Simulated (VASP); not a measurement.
Method: optB88-vdW, VASP's PBE PAW potentials (set 64) (plane waves; VASP).

A VASP calculation is set up with these files.

POSCAR:
```
Ta
1
   -1.6500000000     1.6500000000     1.6500000000
    1.6500000000    -1.6500000000     1.6500000000
    1.6500000000     1.6500000000    -1.6500000000
Ta
1
Direct
  0.0000000000   0.0000000000   0.0000000000
```

### INCAR
```
AGGAC  =  0.0
ALGO  =  Normal
EDIFF  =  1E-6
EDIFFG  =  -0.01
ENCUT  =  520
GGA  =  BO
IBRION  =  2
ISIF  =  3
ISMEAR  =  1
LASPH  =  .TRUE.
LCHARG  =  .FALSE.
LMAXMIX  =  6
LREAL  =  .FALSE.
LUSE_VDW  =  .TRUE.
LWAVE  =  .FALSE.
NELM  =  100
NSW  =  60
PARAM1  =  0.1833333333
PARAM2  =  0.22
PREC  =  Accurate
SIGMA  =  0.1
SYSTEM  =  Ta
```

### KPOINTS
```
Automatic mesh
0
Gamma
14 14 14
0 0 0
```

POTCAR, in this order: Ta_pv (PBE.64 set). Program: vasp_std.

What VASP printed:

File OUTCAR:
```
 ion  position               nearest neighbor table
   1  0.000  0.000  0.000-
  LATTYP: Found a body centered cubic cell.
 ALAT       =     3.3000000000
 Subroutine PRICEL returns:
 Original cell was already a primitive cell.
 Subroutine GETGRP returns: Found 48 space group operations
The static configuration has the point symmetry O_h .
The dynamic configuration has the point symmetry O_h .
 Subroutine INISYM returns: Found 48 space group operations
 Subroutine IBZKPT returns following result:
 Found    104 irreducible k-points:

 Following reciprocal coordinates:
            Coordinates               Weight
  0.000000  0.000000  0.000000      1.000000
  0.071429  0.000000  0.000000     12.000000
  0.142857  0.000000  0.000000     12.000000
  0.214286  0.000000  0.000000     12.000000
  0.285714  0.000000  0.000000     12.000000
  0.357143  0.000000  0.000000     12.000000
  0.428571  0.000000  0.000000     12.000000
  0.500000  0.000000  0.000000      6.000000
  0.071429  0.071429  0.000000     24.000000
  0.142857  0.071429  0.000000     48.000000
...
```

OSZICAR:
```
       N       E                     dE             d eps       ncg     rms          rms(c)
DAV:   1     0.498376275151E+02    0.49838E+02   -0.65913E+03  1880   0.117E+03
DAV:   2    -0.864913506312E+01   -0.58487E+02   -0.57776E+02  2422   0.249E+02
DAV:   3    -0.935079033714E+01   -0.70166E+00   -0.67430E+00  2143   0.270E+01
DAV:   4    -0.935684746917E+01   -0.60571E-02   -0.60531E-02  2106   0.185E+00
DAV:   5    -0.935689936683E+01   -0.51898E-04   -0.51896E-04  2101   0.140E-01    0.133E+01
DAV:   6    -0.905277415889E+01    0.30413E+00   -0.33841E-01  1947   0.707E+00    0.647E+00
DAV:   7    -0.895834936207E+01    0.94425E-01   -0.28531E-01  1961   0.622E+00    0.336E-01
DAV:   8    -0.895748564725E+01    0.86371E-03   -0.36569E-03  2024   0.788E-01    0.638E-02
DAV:   9    -0.895750318156E+01   -0.17534E-04   -0.65090E-05  1948   0.993E-02    0.358E-02
DAV:  10    -0.895750127545E+01    0.19061E-05   -0.14280E-05  2010   0.527E-02    0.285E-03
DAV:  11    -0.895750128668E+01   -0.11232E-07   -0.23727E-07  1076   0.742E-03
   1 F= -.89575013E+01 E0= -.89576107E+01  d E =-.895750E+01
       N       E                     dE             d eps       ncg     rms          rms(c)
DAV:   1    -0.907038424025E+01   -0.11288E+00   -0.40421E+00  1901   0.295E+01    0.295E+00
DAV:   2    -0.896977098843E+01    0.10061E+00   -0.14703E-01  1909   0.472E+00    0.990E-01
DAV:   3    -0.894844551220E+01    0.21325E-01   -0.72430E-02  1935   0.321E+00    0.391E-01
DAV:   4    -0.894881896996E+01   -0.37346E-03   -0.87156E-04  2146   0.317E-01    0.360E-02
DAV:   5    -0.894882117408E+01   -0.22041E-05   -0.52183E-05  1966   0.819E-02    0.209E-02
DAV:   6    -0.894882159395E+01   -0.41988E-06   -0.15218E-06  1774   0.145E-02
   2 F= -.89488216E+01 E0= -.89489075E+01  d E =0.867969E-02
       N       E                     dE             d eps       ncg     rms          rms(c)
DAV:   1    -0.901904057024E+01   -0.70219E-01   -0.19306E+00  1898   0.199E+01    0.211E+00
DAV:   2    -0.897031630782E+01    0.48724E-01   -0.67218E-02  1905   0.333E+00    0.705E-01
DAV:   3    -0.895922820204E+01    0.11088E-01   -0.37084E-02  1933   0.236E+00    0.309E-01
DAV:   4    -0.895944292952E+01   -0.21473E-03   -0.40780E-04  2152   0.218E-01    0.342E-02
DAV:   5    -0.895943311209E+01    0.98174E-05   -0.66054E-05  1964   0.994E-02    0.154E-02
DAV:   6    -0.895943317146E+01   -0.59370E-07   -0.50676E-07  1348   0.934E-03
   3 F= -.89594332E+01 E0= -.89595598E+01  d E =-.193188E-02
```

OUTCAR:
```
------------------------ aborting loop because EDIFF is reached ----------------------------------------
  FORCE on cell =-STRESS in cart. coord.  units (eV):
  Direction    XX          YY          ZZ          XY          YZ          ZX
  --------------------------------------------------------------------------------------
  Total       -0.0018469     -0.0018469     -0.0018469      0.0000000      0.0000000      0.0000000
  in kB       -0.1625505     -0.1625505     -0.1625505      0.0000000      0.0000000      0.0000000
  external PRESSURE =      -0.1625505 kB  Pullay stress =       0.0000000 kB
  volume of cell :       18.20
      direct lattice vectors                 reciprocal lattice vectors
    -1.657170500  1.657170500  1.657170500     0.000000000  0.301719105  0.301719105
     1.657170500 -1.657170500  1.657170500     0.301719105  0.000000000  0.301719105
     1.657170500  1.657170500 -1.657170500     0.301719105  0.301719105  0.000000000
 POSITION                                       TOTAL-FORCE (eV/Angst)
 -----------------------------------------------------------------------------------
      0.00000      0.00000     -0.00000         0.000000      0.000000      0.000000
 -----------------------------------------------------------------------------------
    total drift:                                0.000000     -0.000000     -0.000000
  FREE ENERGIE OF THE ION-ELECTRON SYSTEM (eV)
  ---------------------------------------------------
  free  energy   TOTEN  =        -8.9594331715 eV

  energy  without entropy=       -8.9598131615  energy(sigma->0) =       -8.95955983

 reached required accuracy - stopping structural energy minimisation
```
(Selected blocks of OUTCAR.)

**CONTCAR**
```
Ta
   1.00000000000000
    -1.6571705000450292    1.6571705000450292    1.6571705000450292
     1.6571705000450292   -1.6571705000450292    1.6571705000450292
     1.6571705000450292    1.6571705000450292   -1.6571705000450292
  Ta
     1
Direct
     0.0000000000000000    0.0000000000000000    0.0000000000000000
```

**OUTCAR**
```
 val. band max:        5.2815169114   @ k =  -0.3571   0.3571   0.0714

 cond. band min:       5.3027084360   @ k =   0.0714   0.0714   0.0714


 Fermi energy:         5.2870442105

 k-point     1 :       0.0000    0.0000    0.0000
  band No.  band energies     occupation
      1     -27.8534      2.00000
      2     -27.8534      2.00000
      3     -27.8534      2.00000
      4      -2.4875      2.00000
      5       5.9918     -0.00000
      6       5.9918     -0.00000
      7       5.9918     -0.00000
      8       9.2285      0.00000
      9       9.2285      0.00000

 k-point     2 :       0.0714    0.0000    0.0000
  band No.  band energies     occupation
      1     -27.9142      2.00000
      2     -27.8722      2.00000
      3     -27.8537      2.00000
      4      -2.2626      2.00000
      5       5.8491     -0.00000
      6       5.9506     -0.00000
      7       6.2115     -0.00000
      8       9.0045      0.00000
      9       9.2298      0.00000

 k-point     3 :       0.1429    0.0000    0.0000
  band No.  band energies     occupation
      1     -28.0813      2.00000
      2     -27.9245      2.00000
      3     -27.8546      2.00000
      4      -1.6266      2.00000
      5       5.4752     -0.02302
      6       5.7580     -0.00000
      7       6.8595     -0.00000
      8       8.6360      0.00000
      9       9.2524      0.00000

 k-point     4 :       0.2143    0.0000    0.0000
  band No.  band energies     occupation
      1     -28.3156      2.00000
      2     -27.9992      2.00000
      3     -27.8558      2.00000
      4      -0.7083      2.00000
      5       4.9896      2.00022
      6       5.3909     -0.05733
      7       7.9001      0.00000
      8       8.5587      0.00000
      9       9.3355      0.00000

 k-point     5 :       0.2857    0.0000    0.0000
  band No.  band energies     occupation
      1     -28.5663      2.00000
      2     -28.0808      2.00000
      3     -27.8572      2.00000
...
```

Unless said otherwise, spin-orbit coupling is left out, though it shifts the bands of the heavy elements here.

The compound is Ta in the bcc structure. This run relaxes it. Symmetry was kept, so distortions that lower it aren't found.
